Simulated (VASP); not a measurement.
Input for VASP

KPOINTS:
```
Regular mesh
0
G
 7 7 4
0 0 0
```

### INCAR
```
ALGO = Normal
EDIFF = 1E-6
EDIFFG = -0.01
ENCUT = 400
GGA = PS
IBRION = 2
ISIF = 3
ISMEAR = 0
LASPH = T
LCHARG = F
LMAXMIX = 4
LREAL = F
LWAVE = F
NELM = 100
NSW = 60
PREC = Accurate
SIGMA = 0.05
SYSTEM = AlAs
```

POSCAR:
```
AlAs
1
    4.0093776373     0.0000000000     0.0000000000
   -2.0046888187     3.4722231412     0.0000000000
    0.0000000000     0.0000000000     6.5866248519
Al As
2 2
Direct
  0.3333330000   0.6666670000   0.0001864816
  0.6666670000   0.3333330000   0.5001864816
  0.3333330000   0.6666670000   0.3748135184
  0.6666670000   0.3333330000   0.8748135184
```

POTCAR, in this order: Al As (PBE.64 set). Program: vasp_std.

Question: Translate this PBEsol calculation to Quantum ESPRESSO's pw.x.

Answer: One equivalent input (not run):
```
&CONTROL
  calculation = 'vc-relax'
  pseudo_dir = './pseudo'
  outdir = './out'
  tprnfor = .true.
  tstress = .true.
  nstep = 60
  forc_conv_thr = 0.00039
/
&SYSTEM
  ibrav = 0
  nat = 4
  ntyp = 2
  ecutwfc = 84
  occupations = 'smearing'
  smearing = 'gaussian'
  degauss = 0.003675
  input_dft = 'pbesol'
/
&ELECTRONS
  conv_thr = 7.3e-08
  electron_maxstep = 100
/
&IONS
/
&CELL
/
ATOMIC_SPECIES
  Al 26.982 Al.upf
  As 74.922 As.upf
CELL_PARAMETERS angstrom
     4.0093776    0.0000000    0.0000000
    -2.0046888    3.4722231    0.0000000
     0.0000000    0.0000000    6.5866249
ATOMIC_POSITIONS crystal
  Al   0.3333330  0.6666670  0.0001865
  Al   0.6666670  0.3333330  0.5001865
  As   0.3333330  0.6666670  0.3748135
  As   0.6666670  0.3333330  0.8748135
K_POINTS automatic
  7 7 4 0 0 0
```
Limits of the translation: the potentials are each code's own (VASP's PAW set, PseudoDojo norm-conserving files in pw.x), so ENCUT and ecutwfc are chosen apart and not converted; conv_thr bounds pw.x's estimated SCF error, while EDIFF bounds the energy change between steps; forc_conv_thr acts on force components and is met together with etot_conv_thr.

The structure was generated: AlAs was put into the wurtzite type (P6_3mc), which need not be its known phase. It was relaxed first, which changed the volume by +8 %. The start is the result of an earlier pass.
